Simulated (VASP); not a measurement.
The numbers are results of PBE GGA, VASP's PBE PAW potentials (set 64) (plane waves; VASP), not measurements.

A VASP calculation is set up with these files.

**INCAR**
```
# general
SYSTEM  = BAs
PREC    = Accurate
ENCUT   = 600
LREAL   = .FALSE.
LASPH   = .TRUE.

# electronic loop
EDIFF   = 1E-7
NELM    = 100
ALGO    = Normal
LMAXMIX = 4

# smearing
ISMEAR  = 0
SIGMA   = 0.05

# functional
GGA     = PE

# ions
IBRION  = 2
NSW     = 40
ISIF    = 3
EDIFFG  = -0.01
PSTRESS = 100

# output
LWAVE   = .FALSE.
LCHARG  = .FALSE.
```

File KPOINTS:
```
Automatic mesh
0
Gamma
10 10 10
0 0 0
```

File POSCAR:
```
BAs
1.0
  0.0000000000   2.3562056736   2.3562056736
  2.3562056736   0.0000000000   2.3562056736
  2.3562056736   2.3562056736   0.0000000000
B As
1 1
direct
  0.0000000000   0.0000000000   0.0000000000
  0.2500000000   0.2500000000   0.2500000000
```

POTCAR, in this order: B As (PBE.64 set). Program: vasp_std.

Output of the run:

### OSZICAR
```
       N       E                     dE             d eps       ncg     rms          rms(c)
DAV:   1     0.164023995277E+02    0.16402E+02   -0.42820E+03   752   0.988E+02
DAV:   2    -0.117001973641E+02   -0.28103E+02   -0.26889E+02  1136   0.114E+02
DAV:   3    -0.120841732071E+02   -0.38398E+00   -0.38398E+00   848   0.183E+01
DAV:   4    -0.120847497092E+02   -0.57650E-03   -0.57650E-03  1112   0.737E-01
DAV:   5    -0.120847501721E+02   -0.46284E-06   -0.46284E-06   880   0.130E-02    0.524E+00
DAV:   6    -0.114391641199E+02    0.64559E+00   -0.19931E+00   792   0.749E+00    0.259E+00
DAV:   7    -0.113694912082E+02    0.69673E-01   -0.24472E-01  1064   0.298E+00    0.989E-01
DAV:   8    -0.113620071717E+02    0.74840E-02   -0.22279E-02   816   0.106E+00    0.125E-01
DAV:   9    -0.113623420455E+02   -0.33487E-03   -0.57422E-04   952   0.202E-01    0.733E-02
DAV:  10    -0.113625197841E+02   -0.17774E-03   -0.28344E-04   880   0.126E-01    0.172E-02
DAV:  11    -0.113625248032E+02   -0.50191E-05   -0.10067E-05  1128   0.257E-02    0.152E-02
DAV:  12    -0.113625242617E+02    0.54143E-06   -0.24225E-06   816   0.109E-02    0.253E-03
DAV:  13    -0.113625242562E+02    0.55051E-08   -0.82022E-08   672   0.231E-03
   1 F= -.97296265E+01 E0= -.97296265E+01  d E =-.972963E+01
```

**OUTCAR**
```
------------------------ aborting loop because EDIFF is reached ----------------------------------------
  FORCE on cell =-STRESS in cart. coord.  units (eV):
  Direction    XX          YY          ZZ          XY          YZ          ZX
  --------------------------------------------------------------------------------------
  Total        1.6157467      1.6157467      1.6157467      0.0000000      0.0000000     -0.0000000
  in kB       98.9496521     98.9496521     98.9496521      0.0000000      0.0000000     -0.0000000
  external PRESSURE =      -1.0503479 kB  Pullay stress =     100.0000000 kB
  volume of cell :       26.16
      direct lattice vectors                 reciprocal lattice vectors
     0.000000000  2.356205674  2.356205674    -0.212205584  0.212205584  0.212205584
     2.356205674  0.000000000  2.356205674     0.212205584 -0.212205584  0.212205584
     2.356205674  2.356205674  0.000000000     0.212205584  0.212205584 -0.212205584
  FREE ENERGIE OF THE ION-ELECTRON SYSTEM (eV)
  ---------------------------------------------------
  free  energy   TOTEN  =       -11.3625242562 eV

  energy  without entropy=      -11.3625242562  energy(sigma->0) =      -11.36252426
  enthalpy is  TOTEN    =        -9.7296264503 eV   P V=        1.6328978060

 reached required accuracy - stopping structural energy minimisation
```
(Selected blocks of OUTCAR.)

OUTCAR:
```
 val. band max:        6.5843485888   @ k =   0.0000   0.0000   0.0000

 cond. band min:       7.7170808545   @ k =   0.4000   0.4000   0.0000


 Fermi energy:         6.7987761438

 k-point     1 :       0.0000    0.0000    0.0000
  band No.  band energies     occupation
      1      -9.1962      2.00000
      2       6.5843      2.00000
      3       6.5843      2.00000
      4       6.5843      2.00000
      5       9.9135      0.00000
      6       9.9135      0.00000
      7       9.9135      0.00000
      8      11.7971      0.00000

 k-point     2 :       0.1000    0.0000    0.0000
  band No.  band energies     occupation
      1      -9.0257      2.00000
      2       5.1627      2.00000
      3       6.2682      2.00000
      4       6.2682      2.00000
      5      10.1408      0.00000
      6      10.3286      0.00000
      7      10.3286      0.00000
      8      12.5826      0.00000

 k-point     3 :       0.2000    0.0000    0.0000
  band No.  band energies     occupation
      1      -8.5223      2.00000
      2       2.7297      2.00000
      3       5.6700      2.00000
      4       5.6700      2.00000
      5       9.9949      0.00000
      6      11.0673      0.00000
      7      11.0673      0.00000
      8      14.1051      0.00000

 k-point     4 :       0.3000    0.0000    0.0000
  band No.  band energies     occupation
      1      -7.7206      2.00000
      2       0.3591      2.00000
      3       5.1435      2.00000
      4       5.1435      2.00000
      5       9.7487      0.00000
      6      11.4593      0.00000
      7      11.4593      0.00000
      8      15.2516      0.00000

 k-point     5 :       0.4000    0.0000    0.0000
  band No.  band energies     occupation
      1      -6.7512      2.00000
      2      -1.5969      2.00000
      3       4.8066      2.00000
      4       4.8066      2.00000
      5       9.5788      0.00000
      6      11.4601      0.00000
      7      11.4601      0.00000
...
```

The compound is BAs in the zinc blende structure. It was relaxed first under an external pressure of 10 GPa.
